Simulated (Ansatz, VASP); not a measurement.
# SiC in two plane-wave programs, part 3 of 3

Aim: how closely do two programs agree when they are given the same cell, functional and k mesh? The cell is taken from a series of runs on this material, whose earlier steps may have relaxed, scaled, displaced or heated it; both programs get it as it stands.

VASP 6.6.1 and Ansatz 0.2.0.

So far: The starting structure; VASP: zone-centre phonons, LDA.

**3. Ansatz: zone-centre phonons, LDA**

Level of this step: Ansatz beside VASP: Kohn-Sham DFT, plane waves, LDA (Ansatz).

Ansatz runs on its PAW soft_1 files.

The same cell, functional (in two slightly different forms) and mesh now go to Ansatz, which takes its cutoff from its data sets.

File input.yaml:

```yaml
crystal:
  lattice:
    - [3.1808428965, 0.0, 0.0]
    - [-1.5904214482, 2.7546907538, 0.0]
    - [0.0, 0.0, 9.9339608513]
  atoms:
    - { symbol: C, position: [0.6666666667, 0.3333333333, 0.748623654] }
    - { symbol: C, position: [0.3333333333, 0.6666666667, 0.248623654] }
    - { symbol: C, position: [0.0, 0.0, 0.499497239] }
    - { symbol: C, position: [0.0, 0.0, -0.000502761] }
    - { symbol: Si, position: [0.6666666667, 0.3333333333, 0.9388444721] }
    - { symbol: Si, position: [0.3333333333, 0.6666666667, 0.4388444721] }
    - { symbol: Si, position: [0.0, 0.0, 0.6890336351] }
    - { symbol: Si, position: [0.0, 0.0, 0.1890336351] }
kpoints:
  mp_grid: { grid: [9, 9, 4] }
hamiltonian:
  xc: lda
  pseudopotentials: { kind: paw, azcp: { folder: soft_1 }, xc_functional: pbe }
scf:
  occupations: { method: fixed }
output:
  eigenvalues: true
phonons:
  method: dfpt
  dielectric: true
  rigid_motions: translations
```

Run with:

```
ansatz run input.yaml --threads 8 --pin off --max-ram 16384MiB --backend cpu --events-out ev --progress --plain --runs-dir out
```

Numbers of over 12 decimals in the logs are rounded to 6 here.

Output:

```text
Engine: ansatz 0.2.0, aarch64-unknown-linux-gnu
Pseudopotentials: kind: paw
Pseudopotential: C, paw, valence charge 4, recommended cutoff 420 eV (normal), soft_1/C.paw.azcp
Pseudopotential: Si, paw, valence charge 4, recommended cutoff 420 eV (normal), soft_1/Si.paw.azcp
Functional definition: SPW92
  exchange = slater_x
  correlation = pw_c
Crystal: 8 atoms, lattice volume = 87.044 Å³
Basis set: ecut = 420 eV, 1713 PW (Γ), exchange–correlation on 48×48×144 points (8 copies of the dense FFT grid, shifted against one another)
Bands: 24, of which v1, the nominal top of the filled ones, is band 16 counted from 1 (15 counted from 0)
Symmetry: 12 space group operations
k-points: 95 of 324 (irreducible under 2 space group operations, time reversal used)
Non-local potential: C, projectors of the file, l = 0: 2, l = 1: 2, l = 2: 1
Non-local potential: Si, projectors of the file, l = 0: 2, l = 1: 2, l = 2: 1
PAW form: soft (Blöchl's): semilocal exchange-correlation on the pseudo side does not see the compensation charge
PAW frozen core: C, regenerated for the run's functional, and the local potential with it (the file was generated under x = pbe(κ = 0.804, μ = 0.219515), c = pbe(β = 0.066725))
PAW frozen core: Si, regenerated for the run's functional, and the local potential with it (the file was generated under x = pbe(κ = 0.804, μ = 0.219515), c = pbe(β = 0.066725))
PAW one-centre angular grid: C, 110 points (default); XC on 64 Gauss nodes
PAW one-centre angular grid: Si, 110 points (default); XC on 64 Gauss nodes
Initial density: superposition of atomic densities (chi_scale 0.1, normalization cell, long waves kept (reshape's long-wave potential 0.00 eV rms))
Initial wavefunctions: pseudopotential atomic-orbital guess
Functional: x = slater, c = lda
SCF iter   1: F=—  HF=-3414.000488 eV  |F-HF|=—  |Δ(HF+E_count)|=         —  Δρ=1.28e-1  dr2=1.78e1  ethr=3.10e-3  ⟨swp⟩=4.9  Hψ=10546  notcnv=0  defer=538
preconditioner: auto → none  [insulator: Δε(μ)=3.815 eV  Ē_g=12.270 eV  n_scr=12 (ndim 8)  ℏωp=22.5 eV  f_vac=0.000  ε∞_Penn≈4.4]
SCF iter   2: F=—  HF=-3408.858684 eV  |F-HF|=—  |Δ(HF+E_count)|=    5.14e0  Δρ=5.07e-2  dr2=1.57e0  ethr=3.10e-3  ⟨swp⟩=4.0  Hψ=6266  notcnv=0  defer=562
SCF iter   3: F=—  HF=-3408.404893 eV  |F-HF|=—  |Δ(HF+E_count)|=   4.54e-1  Δρ=1.84e-2  dr2=1.59e-1  ethr=3.10e-3  ⟨swp⟩=2.7  Hψ=4509  notcnv=0  defer=560
SCF iter   4: F=—  HF=-3408.370587 eV  |F-HF|=—  |Δ(HF+E_count)|=   3.43e-2  Δρ=1.40e-3  dr2=1.00e-3  ethr=4.96e-4  ⟨swp⟩=2.1  Hψ=2320  notcnv=0  defer=568
SCF iter   5: F=—  HF=-3408.371017 eV  |F-HF|=—  |Δ(HF+E_count)|=   4.31e-4  Δρ=3.75e-4  dr2=1.48e-4  ethr=3.14e-6  ⟨swp⟩=2.0  Hψ=3649  notcnv=0  defer=570
SCF iter   6: F=—  HF=-3408.370984 eV  |F-HF|=—  |Δ(HF+E_count)|=   3.39e-5  Δρ=1.51e-4  dr2=1.64e-5  ethr=4.63e-7  ⟨swp⟩=2.1  Hψ=3404  notcnv=0  defer=525
SCF iter   7: F=—  HF=-3408.370982 eV  |F-HF|=—  |Δ(HF+E_count)|=   1.36e-6  Δρ=3.21e-5  dr2=1.40e-6  ethr=5.12e-8  ⟨swp⟩=2.2  Hψ=3084  notcnv=0  defer=334
SCF iter   8: F=—  HF=-3408.370982 eV  |F-HF|=—  |Δ(HF+E_count)|=   4.37e-7  Δρ=1.35e-5  dr2=2.29e-7  ethr=4.36e-9  ⟨swp⟩=2.0  Hψ=3313  notcnv=0  defer=295
SCF iter   9: F=—  HF=-3408.370982 eV  |F-HF|=—  |Δ(HF+E_count)|=   5.57e-8  Δρ=2.84e-6  dr2=6.04e-9  ethr=7.14e-10  ⟨swp⟩=2.1  Hψ=3073  notcnv=0  defer=295
SCF iter  10: F=-3408.370982 eV  HF=-3408.370982 eV  |F-HF|=1.91e-11  |Δ(HF+E_count)|=   1.40e-9  Δρ=4.10e-7  dr2=6.92e-11  ethr=1.00e-12  ⟨swp⟩=15.0  Hψ=19698  notcnv=0
SCF 1 converged in 10 iterations: F = -3408.370982 eV  dr2 = 6.92e-11
  greatest PAW one-centre occupation: 0.635 electrons in one spin orbital (limit 2), on the C atom at site 3 (counted from 0), in its partial waves of l = 0
NSCF: frozen V_eff on 4 k-points
DFPT response loops at Γ: preconditioner auto → Resta (q_TF=auto, 2.309 Å⁻¹)  ε∞=5.7 (no band partly filled); β = 1.00, the filter's whole step (`scf.mixing.beta` (0.50) is not read by the response loops at its default; to damp them type it under 1.00, their step now; it binds the ground state too); Broyden in place of MSR1
── the response to a field inside a basis, on 10×10×4 k-points: an SCF that follows is theirs, and a resumed run solves both again ──
Bands: 17, of which v1, the nominal top of the filled ones, is band 16 counted from 1 (15 counted from 0)
k-points: 60 of 400 (irreducible under 4 space group operations, time reversal used)
Initial density: handed on by an earlier stage of this run
Initial wavefunctions: pseudopotential atomic-orbital guess (no wavefunctions were taken with the density)
Eigensolver: Dense (60 Hₖ)
SCF iter   1: F=—  HF=-3408.361333 eV  |F-HF|=—  |Δ(HF+E_count)|=         —  Δρ=1.21e-4  dr2=2.96e-6  ethr=1.00e-1
preconditioner: auto → none  [insulator: Δε(μ)=1.991 eV  Ē_g=9.376 eV  n_scr=12 (ndim 8)  ℏωp=22.5 eV  f_vac=0.000  ε∞_Penn≈6.8]
SCF iter   2: F=—  HF=-3408.361333 eV  |F-HF|=—  |Δ(HF+E_count)|=   5.56e-7  Δρ=5.82e-5  dr2=6.60e-7  ethr=9.26e-9
SCF iter   3: F=-3408.361333 eV  HF=-3408.361333 eV  |F-HF|=4.27e-8  |Δ(HF+E_count)|=   2.70e-7  Δρ=5.99e-6  dr2=5.12e-8  ethr=2.06e-9
SCF 1 converged in 3 iterations: F = -3408.361333 eV  dr2 = 5.12e-8
DFPT response loops at Γ: preconditioner auto → Resta (q_TF=auto, 2.309 Å⁻¹)  ε∞=5.5 (no band partly filled); β = 1.00, the filter's whole step (`scf.mixing.beta` (0.50) is not read by the response loops at its default; to damp them type it under 1.00, their step now; it binds the ground state too); Broyden in place of MSR1
SCF converged after 10 iterations
Free energy (F): -3408.370982 eV
Harris-Foulkes:  -3408.370982 eV  (|F-HF|=1.91e-11)
Internal energy: -3408.370982 eV  (E = F + TS)
E sigma→0 (E₀):  -3408.370982 eV
Fermi energy:    8.888097 eV
--- Per-component energies (eV) ---
  E_band       = 92.640466
  E_kinetic    = 522.689400
  E_local      = -403.676524  (includes V_loc(G=0)·N_el)
  E_nonlocal   = 186.541990
  E_hartree    = 129.464325
  E_xc         = -415.806197
  E_vxc        = -430.124893  (∫ρ·V_xc dr)
  E_paw        = -2309.213394  (= ΣΔE_a)
  E_vpaw       = -41.718396  (= ΣTr[D̂ρ^β])
  E_aug_tail   = 0.000202  (compensation charges beyond the density's cutoff)
  E_ewald      = -1118.959437
  E_core_change = 0.588653  (= ΣΔE_core)
  E_smearing   = -0.000000  (= −TS)
  E_closure    = 0.000000  (closes the sum)
  Σ components = -3408.370982   (vs F -3408.370982, Δ=0.00e0)
--- Band table (eV; the first three rows and the last of 95) ---
  k-point 0: bands = [... 12 lower, 7.9071, 8.5858, 8.5858, 8.8881, 12.6067, 13.2655, 13.9964, 14.3270, ... 4 higher]
  k-point 1: bands = [... 12 lower, 8.1012, 8.5085, 8.5196, 8.5196, 12.6669, 13.0944, 14.1934, 14.4188, ... 4 higher]
  k-point 2: bands = [... 12 lower, 8.3417, 8.3417, 8.3417, 8.3417, 12.8407, 12.8407, 14.4372, 14.4372, ... 4 higher]
  k-point 94: bands = [... 12 lower, 5.6530, 5.6530, 7.4921, 7.4921, 12.9596, 12.9596, 14.2278, 14.2278, ... 4 higher]
--- Phonons (Γ-DFPT): 8 representative perturbations + reference, on 95 of 324 k-points (Σ response iterations 25) ---
  k mesh reduced under 2 symmetry operations, with k and −k counted as one. Each operation leaves every solved perturbation unchanged. A smaller set is not considered because the run solves the response to a homogeneous field
  ASR residual: 2.018e-4 → 0.000e0 eV/Å²; symmetrization residual: 2.261e-6 eV/Å²
  ASR residual per site (eV/Å²): 5.53e-5 5.53e-5 2.02e-4 2.02e-4 1.17e-4 1.17e-4 8.10e-5 8.10e-5
  Γ frequencies (cm⁻¹): 0.00 0.00 0.00 190.99 190.99 200.04 200.04 259.11 259.11 387.20 397.41 584.49 685.66 685.66 693.41 693.41 704.85 704.85 714.99 714.99 760.81 809.97 879.79 889.78
  ε∞ (high-frequency dielectric tensor):
        7.296074     0.000000     0.000000
       -0.000000     7.296074     0.000000
        0.000000     0.000000     7.215400
  ε⁰ (static dielectric tensor: ions relaxed, cell fixed):
       11.054983     0.000000     0.000000
       -0.000000    11.054983     0.000000
        0.000000     0.000000    10.764712
  ε⁰ − ε∞ (ionic part):
        3.758910     0.000000     0.000000
        0.000000     3.758910     0.000000
        0.000000     0.000000     3.549312
  softest optical mode at Γ: 190.99 cm⁻¹; the repairs (sum rule, projections) moved no ω² at Γ by more than (2.41 cm⁻¹)²
  Born effective charges Z* (e; rows j = field, columns β = displacement):
    site 0:
        -2.70430   -0.00000   -0.00000
         0.00000   -2.70430   -0.00000
         0.00000   -0.00000   -2.71493
    site 1:
        -2.70430   -0.00000    0.00000
         0.00000   -2.70430   -0.00000
        -0.00000   -0.00000   -2.71493
    site 2:
        -2.64170    0.00000    0.00000
         0.00000   -2.64170    0.00000
        -0.00000   -0.00000   -2.80479
    site 3:
        -2.64170   -0.00000   -0.00000
        -0.00000   -2.64170   -0.00000
         0.00000    0.00000   -2.80479
    site 4:
         2.66842    0.00000    0.00000
        -0.00000    2.66842    0.00000
        -0.00000   -0.00000    2.57486
    site 5:
[...]
site 6:
[...]
site 7:
[...]
Z* charge neutrality: 8.813e-3 e pre-enforcement
  solved inside a basis spanned on kpoints, on 10×10×4 k-points, its susceptibility summed on 14×14×4: ε∞ is read to err by 2.6e-2, Z* by 1.6e-2 e (field_mesh: kpoints solves on kpoints); Z* is corrected for what the basis lacks
  optical modes at Γ without the LO–TO term, one row a degenerate level:
      ω (cm⁻¹)  modes    IR ((D/Å)²/amu)
[...]
optical modes at Γ + LO–TO along q̂ = [1.0000, 0.0000, 0.0000]:
      ω (cm⁻¹)  modes    IR ((D/Å)²/amu)
[...]
optical modes at Γ + LO–TO along q̂ = [0.0000, 1.0000, 0.0000]:
      ω (cm⁻¹)  modes    IR ((D/Å)²/amu)
[...]
optical modes at Γ + LO–TO along q̂ = [0.0000, 0.0000, 1.0000]:
      ω (cm⁻¹)  modes    IR ((D/Å)²/amu)
[...]
685.66      2             0.4429
        693.41      2             0.0000
        704.85      2             0.0000
        714.99      2           156.3124
        809.61      1             0.0630
        879.79      1             0.0000
        889.78      1             0.0000
        929.02      1            83.5483
```

**4. Differences**

Known differences besides the potentials themselves: the two LDA forms differ slightly; fixed occupations in Ansatz, narrow Gaussian smearing in VASP; VASP's response is taken on the typed mesh, Ansatz refines its own for the field response alone; the cutoff is 420 eV in Ansatz and 600 eV in VASP; VASP's log shows a relativistic correction to its local exchange, Ansatz's none. Total energies have different zeros and are not compared.

The two programs side by side:

```
                                     quantity  Ansatz   VASP  difference
                                        ε∞ xx    7.30   7.36     -0.82 %
                                        ε∞ yy    7.30   7.36     -0.82 %
                                        ε∞ zz    7.22   7.23     -0.15 %
 Born charge of C1 (mean of the diagonal) (e)   -2.71  -2.69       -0.01
Born charge of Si5 (mean of the diagonal) (e)    2.64   2.62       +0.01
                   optical mode 1 to 2 (cm⁻¹)   191.0  191.0     -0.01 %
                   optical mode 3 to 4 (cm⁻¹)   200.0  200.0     +0.01 %
                   optical mode 5 to 6 (cm⁻¹)   259.1  259.1     +0.02 %
                        optical mode 7 (cm⁻¹)   387.2  388.1     -0.22 %
                        optical mode 8 (cm⁻¹)   397.4  398.4     -0.24 %
                        optical mode 9 (cm⁻¹)   584.5  584.0     +0.08 %
                 optical mode 10 to 11 (cm⁻¹)   685.7  687.2     -0.23 %
                 optical mode 12 to 13 (cm⁻¹)   693.4  694.5     -0.15 %
                 optical mode 14 to 15 (cm⁻¹)   704.9  705.9     -0.14 %
                 optical mode 16 to 17 (cm⁻¹)   715.0  716.4     -0.19 %
                       optical mode 18 (cm⁻¹)   760.8  761.2     -0.05 %
                       optical mode 19 (cm⁻¹)   810.0  810.8     -0.11 %
                       optical mode 20 (cm⁻¹)   879.8  879.7     +0.01 %
                       optical mode 21 (cm⁻¹)   889.8  889.9     -0.01 %
```

Modes are paired by rising frequency, not by their patterns, so a pair may set unlike modes beside each other; they are those without the splitting of longitudinal modes.

**5. Outcome**

```json
{"r.m.s. difference of the optical zone-centre modes, each program's sorted by frequency (zone-centre phonons, LDA)": "0.87 cm⁻¹", "difference in ε∞ xx (zone-centre phonons, LDA)": "-0.8 %"}
```

In words: The r.m.s. difference of the optical zone-centre modes, each program's sorted by frequency is 0.87 cm⁻¹ (zone-centre phonons, LDA). Among the rows given in per cent, the largest difference of the zone-centre phonons, LDA pair is in ε∞ xx, -0.8 %. How closely two codes agree says nothing of how well the functional describes the real material.

[Lines on the potential files, build, host, timing and source positions are cut from VASP's logs without a mark.]

[Logs are printed without paths, hosts, clocks, repeated set-up lines and the standing remarks that a program may print on its own settings, such as how far it seeks lower states.]

[Hosts, paths, dates, database ids (printed as entryN), source tags and the programs' standing remarks are cut or masked in the printed files.]
